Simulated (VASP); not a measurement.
Consider the following.

```yaml
crystal:
  lattice:
    - [3.20436, 1.85004, 6.08369]
    - [-3.20436, 1.85004, 6.08369]
    - [0.00000, -3.70008, 6.08369]
  atoms:
    - { symbol: Sc, position: [0.33332, 0.33332, 0.33332] }
    - { symbol: Sc, position: [0.66668, 0.66668, 0.66668] }
    - { symbol: Cl, position: [0.71815, 0.43702, 0.07745] }
    - { symbol: Cl, position: [0.28185, 0.56298, 0.92255] }
    - { symbol: Cl, position: [0.07745, 0.71815, 0.43702] }
    - { symbol: Cl, position: [0.92255, 0.28185, 0.56298] }
    - { symbol: Cl, position: [0.43702, 0.07745, 0.71815] }
    - { symbol: Cl, position: [0.56298, 0.92255, 0.28185] }
```

These are PBEsol GGA, VASP's PBE PAW potentials (set 64) (plane waves; VASP) values and carry that method's errors. Run with 300 eV cut-off, 4×4×4 Γ-centred mesh, Fermi-Dirac smearing of 0.020 eV, potentials Sc_sv Cl.

At this cut-off the stress carries a Pulay error, which pulls relaxed volumes low.

**Question.** Give the force on each atom (eV/Å).

**Answer.** 
```
atom      Fx      Fy      Fz
----  ------  ------  ------
Sc1    0.000   0.000   0.001
Sc2    0.000   0.000  -0.001
Cl3   -0.124   0.000  -0.146
Cl4    0.124   0.000   0.146
Cl5    0.062  -0.107  -0.146
Cl6   -0.062   0.107   0.146
Cl7    0.062   0.107  -0.146
Cl8   -0.062  -0.107   0.146
```

**Question.** Give the stress tensor in GPa (positive for a compressed cell).

**Answer.** 
```
-1.67   0.00   0.00
 0.00  -1.67   0.00
 0.00   0.00  -1.27
```
The pressure is its mean diagonal, -1.53 GPa.

The structure comes from a computed database's ScCl3 entry (R-3); how it stands against other phases isn't given here. The cell was not relaxed at this level.
